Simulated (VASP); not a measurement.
All values below come from G0W0 on PBE orbitals, VASP's PBE PAW potentials (set 64) (plane waves; VASP).

VASP input:

### INCAR
```
ALGO  =  EVGW0
ENCUT  =  500
ENCUTGW  =  200
GGA  =  PE
ISMEAR  =  0
LASPH  =  .TRUE.
LCHARG  =  .FALSE.
LREAL  =  .FALSE.
LSPECTRALGW  =  .TRUE.
LWAVE  =  .FALSE.
NBANDS  =  160
NBANDSGW  =  18
NELMGW  =  1
NOMEGA  =  64
PREC  =  Normal
SIGMA  =  0.01
SYSTEM  =  SnTe
```

File KPOINTS:
```
Automatic mesh
0
Gamma
4 4 4
0 0 0
```

File POSCAR:
```
SnTe
4.4689150
  0.0000000000   0.7071067586   0.7071067586
  0.7071067586   0.0000000000   0.7071067586
  0.7071067586   0.7071067586   0.0000000000
Sn Te
1 1
Cart
  0.0000000000   0.0000000000   0.0000000000
  0.7071067586   0.7071067586   0.7071067586
```

POTCAR, in this order: Sn_d_GW Te_GW (PBE.64 set). Program: vasp_std. Read from the step before: WAVECAR, WAVEDER.

What VASP printed:

File OUTCAR:
```
 ion  position               nearest neighbor table
   1  0.000  0.000  0.000-   2 3.16   2 3.16   2 3.16   2 3.16   2 3.16   2 3.16
   2  0.500  0.500  0.500-   1 3.16   1 3.16   1 3.16   1 3.16   1 3.16   1 3.16
  LATTYP: Found a face centered cubic cell.
 ALAT       =     6.3200000000
 Subroutine PRICEL returns:
 Original cell was already a primitive cell.
 Subroutine GETGRP returns: Found 48 space group operations
The static configuration has the point symmetry O_h .
The dynamic configuration has the point symmetry O_h .
 Subroutine INISYM returns: Found 48 space group operations
 Subroutine IBZKPT returns following result:
 Found      8 irreducible k-points:

 Following reciprocal coordinates:
            Coordinates               Weight
  0.000000  0.000000  0.000000      1.000000
  0.250000  0.000000  0.000000      8.000000
  0.500000  0.000000  0.000000      4.000000
  0.250000  0.250000  0.000000      6.000000
  0.500000  0.250000  0.000000     24.000000
 -0.250000  0.250000  0.000000     12.000000
  0.500000  0.500000  0.000000      3.000000
 -0.250000  0.500000  0.250000      6.000000
 Subroutine IBZKPT_HF returns following result:
   k-points           NKPTS =      8   k-points in BZ     NKDIM =     64   number of bands    NBANDS=    160
   number of dos      NEDOS =    301   number of ions     NIONS =      2
   total plane-waves  NPLWV =  13824
   dimension x,y,z NGX =    24 NGY =   24 NGZ =   24
   dimension x,y,z NGXF=    48 NGYF=   48 NGZF=   48
   ions per type =               1   1
   PREC   = normal    normal or accurate (medium, high low for compatibility)
   ISTART =      1    job   : 0-new  1-cont  2-samecut
   ICHARG =      0    charge: 1-file 2-atom 10-const
   ISPIN  =      1    spin polarized calculation?
   LNONCOLLINEAR =      F non collinear calculations
   LSORBIT =      F    spin-orbit coupling
   INIWAV =      1    electr: 0-lowe 1-rand  2-diag
   ENCUT  =  500.0 eV  36.75 Ry    6.06 a.u.   8.15  8.15  8.15*2*pi/ulx,y,z
   NELM   =     60;   NELMIN=  2; NELMDL=  0     # of ELM steps
   EDIFF  = 0.1E-03   stopping-criterion for ELM
   LREAL  =      F    real-space projection
   NLSPLINE    = F    spline interpolate recip. space projectors
   LMAXMIX     =    2 max onsite mixed and CHGCAR
   VOSKOWN=      0    Vosko Wilk Nusair interpolation
   EDIFFG = 0.1E-02   stopping-criterion for IOM
   NSW    =      0    number of steps for IOM
   NBLOCK =      1;   KBLOCK =      1    inner block; outer block
   IBRION =     -1    ionic relax: 0-MD 1-quasi-New 2-CG
   NFREE  =      0    steps in history (QN), initial steepest desc. (CG)
   ISIF   =      0    stress and relaxation
   ISYM   =      3    0-nonsym 1-usesym 2-fastsym
   TEIN   =    0.0    initial temperature
   TEBEG  =    0.0;   TEEND  =   0.0 temperature during run
   SMASS  =  -3.00    Nose mass-parameter (am)
   PSTRESS=    0.0 pullay stress
   NELECT =      20.0000    total number of electrons
   EFERMI =   0.00;   METHOD = LEGACY
   ISMEAR =     0;   SIGMA  =   0.01  broadening in eV -4-tet -1-fermi 0-gaus
   IALGO  =     38    algorithm
   LDIAG  =      T    sub-space diagonalisation (order eigenvalues)
   IMIX   =      4    mixing-type and parameters
     AMIX     =   0.40;   BMIX     =  1.00
     AMIX_MAG =   1.60;   BMIX_MAG =  1.00
     AMIN     =   0.10
   GGA     = PE    functional components
   VOSKOWN =     0    Vosko Wilk Nusair interpolation
   LHFCALC =     T    Hartree Fock is set to
   NKREDX  =     1    reduce k-point grid by
   AEXX    =    1.0000 exact exchange contribution
   HFSCREEN=    0.0000 screening length (either q_TF or 0.3 A-1)
   HFRCUT  =    0.0000 spherical cutoff for potential kernel
   AGGAX   =    0.0000 GGA exchange part
   ALDAC   =    0.0000 LDA correlation
   AGGAC   =    0.0000 GGA correlation
...
```

File OSZICAR:
```
energies w=
    0.000    0.000    0.247    0.000    0.493    0.000    0.739    0.000
    0.982    0.000    1.223    0.000    1.463    0.000    1.699    0.000
    1.932    0.000    2.162    0.000    2.388    0.000    2.612    0.000
    2.832    0.000    3.050    0.000    3.264    0.000    3.477    0.000
    3.687    0.000    3.895    0.000    4.102    0.000    4.307    0.000
    4.512    0.000    4.717    0.000    4.922    0.000    5.128    0.000
    5.335    0.000    5.544    0.000    5.755    0.000    5.969    0.000
    6.188    0.000    6.410    0.000    6.638    0.000    6.872    0.000
    7.114    0.000    7.363    0.000    7.622    0.000    7.892    0.000
    8.175    0.000    8.471    0.000    8.784    0.000    9.115    0.000
    9.468    0.000    9.845    0.000   10.250    0.000   10.688    0.000
   11.163    0.000   11.683    0.000   12.255    0.000   12.890    0.000
   13.598    0.000   14.395    0.000   15.301    0.000   16.341    0.000
   17.549    0.000   18.969    0.000   20.664    0.000   22.725    0.000
   25.282    0.000   28.539    0.000   32.823    0.000   38.706    0.000
   47.273    0.000   60.875    0.000   85.735    0.000  145.477    0.000
NQ=   1    0.0000    0.0000    0.0000,
 performed        238000 updates of chi_q(r,r)
NQ=   2    0.2500    0.0000    0.0000,
 performed        683000 updates of chi_q(r,r)
NQ=   3    0.5000    0.0000    0.0000,
 performed       1024000 updates of chi_q(r,r)
NQ=   4    0.2500    0.2500    0.0000,
 performed       1429000 updates of chi_q(r,r)
NQ=   5    0.5000    0.2500    0.0000,
 performed       1966000 updates of chi_q(r,r)
NQ=   6   -0.2500    0.2500    0.0000,
 performed       2446000 updates of chi_q(r,r)
NQ=   7    0.5000    0.5000    0.0000,
 performed       2764000 updates of chi_q(r,r)
NQ=   8   -0.2500    0.5000    0.2500,
 performed       3174000 updates of chi_q(r,r)
 resolving degeneracies of screened two electron integrals
```

**OUTCAR**
```


 k-point   1 :       0.0000    0.0000    0.0000
  band No.  KS-energies  QP-energies   sigma(KS)   V_xc(KS)     V^pw_x(r,r')   Z            occupation Imag(sigma)

      1     -16.1349     -18.0929     -20.6032     -17.5163     -27.1010       0.6343       2.0000       0.3040
      2     -16.1349     -18.0929     -20.6032     -17.5163     -27.1010       0.6343       2.0000       0.3040
      3     -16.1285     -18.0646     -20.5798     -17.5070     -27.0522       0.6301       2.0000       0.2834
      4     -16.1285     -18.0646     -20.5798     -17.5070     -27.0522       0.6301       2.0000       0.2834
      5     -16.1285     -18.0646     -20.5798     -17.5070     -27.0522       0.6301       2.0000       0.2834
      6      -6.9497      -7.0258     -10.7813     -10.6583     -17.2315       0.6192       2.0000       1.1742
      7       1.0781       0.9933     -11.8297     -11.7120     -13.6664       0.7210       2.0000       0.2347
      8       3.6755       3.3537     -11.0126     -10.5622     -12.5282       0.7143       2.0000       0.1019
      9       3.6755       3.3537     -11.0126     -10.5622     -12.5282       0.7143       2.0000       0.1019
     10       3.6755       3.3537     -11.0126     -10.5622     -12.5282       0.7143       2.0000       0.1019
     11       9.1337       9.0837     -10.3506     -10.2800      -5.5209       0.7083       0.0000      -0.1904
     12       9.1337       9.0837     -10.3506     -10.2800      -5.5209       0.7083       0.0000      -0.1904
     13       9.1337       9.0837     -10.3506     -10.2800      -5.5209       0.7083       0.0000      -0.1904
     14      10.5975      10.4054      -8.5851      -8.3298      -3.9869       0.7524       0.0000      -0.1800
     15      10.5975      10.4054      -8.5851      -8.3298      -3.9869       0.7524       0.0000      -0.1800
     16      10.5975      10.4054      -8.5851      -8.3298      -3.9869       0.7524       0.0000      -0.1800
     17      12.6371      12.3788      -7.0973      -6.7497      -1.9279       0.7428       0.0000      -0.2270
     18      12.7148      12.6784      -9.4959      -9.4467      -4.5976       0.7410       0.0000      -0.2770

 k-point   2 :       0.2500    0.0000    0.0000
  band No.  KS-energies  QP-energies   sigma(KS)   V_xc(KS)     V^pw_x(r,r')   Z            occupation Imag(sigma)

      1     -16.1372     -18.0988     -20.6026     -17.5120     -27.0986       0.6347       2.0000       0.3103
      2     -16.1372     -18.0988     -20.6026     -17.5120     -27.0986       0.6347       2.0000       0.3103
      3     -16.1277     -18.0684     -20.5816     -17.5075     -27.0537       0.6313       2.0000       0.2846
      4     -16.1254     -18.0686     -20.5866     -17.5124     -27.0584       0.6321       2.0000       0.2830
      5     -16.1254     -18.0686     -20.5866     -17.5124     -27.0584       0.6321       2.0000       0.2830
      6      -6.4568      -6.5459     -10.9347     -10.7929     -17.1281       0.6279       2.0000       1.0899
      7      -0.8589      -1.0664     -11.2301     -10.9277     -14.4805       0.6860       2.0000       0.4294
      8       3.7812       3.4491     -10.9640     -10.5025     -12.3455       0.7195       2.0000       0.0993
      9       3.7812       3.4491     -10.9640     -10.5025     -12.3455       0.7195       2.0000       0.0993
     10       4.8377       4.6483     -10.8993     -10.6429     -11.1053       0.7386       2.0000       0.0563
     11       7.3783       7.2670     -10.0721      -9.9201      -6.2569       0.7319       0.0000      -0.1045
     12       7.3783       7.2670     -10.0721      -9.9201      -6.2569       0.7319       0.0000      -0.1045
     13       7.4316       7.3521      -9.9140      -9.8061      -6.1785       0.7371       0.0000      -0.0972
     14      10.9459      10.7591      -8.4006      -8.1484      -3.5769       0.7409       0.0000      -0.1964
     15      11.8086      11.6395      -8.7522      -8.5238      -3.7751       0.7401       0.0000      -0.2359
     16      11.8086      11.6395      -8.7522      -8.5238      -3.7751       0.7401       0.0000      -0.2359
     17      15.6699      15.5617      -9.9551      -9.8073      -3.9373       0.7323       0.0000      -0.6446
     18      15.6699      15.5617      -9.9551      -9.8073      -3.9373       0.7323       0.0000      -0.6446

 k-point   3 :       0.5000    0.0000    0.0000
  band No.  KS-energies  QP-energies   sigma(KS)   V_xc(KS)     V^pw_x(r,r')   Z            occupation Imag(sigma)

      1     -16.1399     -18.0990     -20.6041     -17.5073     -27.0962       0.6326       2.0000       0.3180
      2     -16.1399     -18.0990     -20.6041     -17.5073     -27.0962       0.6326       2.0000       0.3180
      3     -16.1270     -18.0713     -20.5836     -17.5079     -27.0545       0.6322       2.0000       0.2863
      4     -16.1219     -18.0680     -20.5946     -17.5182     -27.0646       0.6326       2.0000       0.2824
      5     -16.1219     -18.0680     -20.5946     -17.5182     -27.0646       0.6326       2.0000       0.2824
      6      -5.6974      -5.7860     -11.2639     -11.1233     -17.0611       0.6300       2.0000       0.9163
      7      -2.4876      -2.7480     -10.7294     -10.3486     -14.9121       0.6836       2.0000       0.6969
      8       4.0084       3.6672     -10.9929     -10.5195     -12.3381       0.7209       2.0000       0.0944
      9       4.0084       3.6672     -10.9929     -10.5195     -12.3381       0.7209       2.0000       0.0944
     10       5.8147       5.6959      -9.3677      -9.2094      -8.5559       0.7504       2.0000       0.0195
     11       5.8833       5.7347     -11.0299     -10.8298      -8.3922       0.7426       0.0000      -0.0490
     12       6.1859       6.0421      -9.9346      -9.7405      -6.5640       0.7407       0.0000      -0.0798
     13       6.1859       6.0421      -9.9346      -9.7405      -6.5640       0.7407       0.0000      -0.0798
     14      13.5424      13.3425      -8.7841      -8.5090      -3.2853       0.7266       0.0000      -0.3560
     15      14.5816      14.5059      -9.1155      -9.0117      -3.4269       0.7293       0.0000      -0.4762
     16      14.7610      14.6498      -9.0433      -8.8905      -3.4321       0.7276       0.0000      -0.3969
     17      14.7610      14.6498      -9.0433      -8.8905      -3.4321       0.7276       0.0000      -0.3969
     18      15.3166      15.1582      -8.9760      -8.7564      -3.0908       0.7212       0.0000      -0.4823

 k-point   4 :       0.2500    0.2500    0.0000
  band No.  KS-energies  QP-energies   sigma(KS)   V_xc(KS)     V^pw_x(r,r')   Z            occupation Imag(sigma)

      1     -16.1426     -18.1001     -20.5924     -17.5038     -27.0961       0.6338       2.0000       0.3223
      2     -16.1326     -18.0937     -20.6079     -17.5195     -27.1040       0.6350       2.0000       0.3030
      3     -16.1303     -18.0660     -20.5763     -17.5038     -27.0500       0.6300       2.0000       0.2854
      4     -16.1235     -18.0657     -20.5896     -17.5142     -27.0583       0.6315       2.0000       0.2821
      5     -16.1235     -18.0657     -20.5896     -17.5142     -27.0583       0.6315       2.0000       0.2821
      6      -6.3024      -6.4029     -11.0162     -10.8545     -17.1095       0.6216       2.0000       1.0383
      7      -0.5503      -0.7530     -11.4148     -11.1244     -14.3767       0.6979       2.0000       0.3879
      8       2.7761       2.4424     -10.6517     -10.1802     -12.5285       0.7077       2.0000       0.1470
      9       2.7761       2.4424     -10.6517     -10.1802     -12.5285       0.7077       2.0000       0.1470
     10       3.7826       3.4939     -10.4974     -10.1040     -11.3107       0.7340       2.0000       0.0956
     11       7.8064       7.7751     -10.7542     -10.7120      -7.0444       0.7425       0.0000      -0.1281
     12       8.8374       8.5889      -8.0868      -7.7576      -3.8824       0.7550       0.0000      -0.1153
     13       9.6494       9.5947     -10.4492     -10.3722      -5.5520       0.7100       0.0000      -0.2201
     14       9.6494       9.5947     -10.4492     -10.3722      -5.5520       0.7100       0.0000      -0.2201
     15      13.4400      13.3065      -9.2605      -9.0787      -3.8997       0.7346       0.0000      -0.3556
     16      13.4400      13.3065      -9.2605      -9.0787      -3.8997       0.7346       0.0000      -0.3556
     17      13.4400      13.3065      -9.2605      -9.0787      -3.8997       0.7346       0.0000      -0.3556
     18      14.1453      14.0633      -8.9165      -8.8066      -3.4896       0.7461       0.0000      -0.3887

 k-point   5 :       0.5000    0.2500    0.0000
  band No.  KS-energies  QP-energies   sigma(KS)   V_xc(KS)     V^pw_x(r,r')   Z            occupation Imag(sigma)

      1     -16.1453     -18.0987     -20.5809     -17.4982     -27.0916       0.6337       2.0000       0.3277
      2     -16.1349     -18.1005     -20.6089     -17.5156     -27.1024       0.6355       2.0000       0.3105
      3     -16.1283     -18.0696     -20.5803     -17.5067     -27.0532       0.6316       2.0000       0.2853
      4     -16.1210     -18.0723     -20.5943     -17.5180     -27.0623       0.6343       2.0000       0.2819
      5     -16.1210     -18.0723     -20.5943     -17.5180     -27.0623       0.6343       2.0000       0.2819
      6      -5.5723      -5.6753     -11.3632     -11.2019     -17.0683       0.6384       2.0000       0.8995
      7      -1.7835      -2.0437     -10.9465     -10.5607     -14.6680       0.6743       2.0000       0.5538
      8       1.7129       1.3767     -10.1774      -9.7038     -12.4731       0.7099       2.0000       0.2451
      9       2.7643       2.4258     -10.5770     -10.1008     -12.3726       0.7109       2.0000       0.1491
     10       3.3536       3.0719     -10.5730     -10.1844     -11.6440       0.7249       2.0000       0.1093
     11       8.4296       8.3512     -10.2441     -10.1367      -6.1322       0.7307       0.0000      -0.1424
     12       8.4296       8.3512     -10.2441     -10.1367      -6.1322       0.7307       0.0000      -0.1424
     13       9.8526       9.8281     -10.7276     -10.6939      -5.9778       0.7287       0.0000      -0.2471
     14      10.0636       9.8900      -8.6858      -8.4515      -3.9941       0.7408       0.0000      -0.1798
     15      14.3509      14.2018      -8.8298      -8.6237      -3.1865       0.7234       0.0000      -0.4126
     16      15.0369      14.9079      -8.8466      -8.6681      -3.1140       0.7229       0.0000      -0.4210
     17      15.9159      15.8042      -9.0460      -8.8931      -3.1404       0.7305       0.0000      -0.5377
...
```
(Selected blocks of OUTCAR.)

The mesh is coarse and the basis finite, so the quasiparticle values are not converged. VASP warned that its frequency grid is unfit for quasiparticle energies.

The compound is SnTe in the rock salt structure, which distorts at low temperature. The cell was not relaxed at this level. The k-mesh is coarse (spacing up to 0.43 per Å, 2π included), so the numbers may not be converged in it.
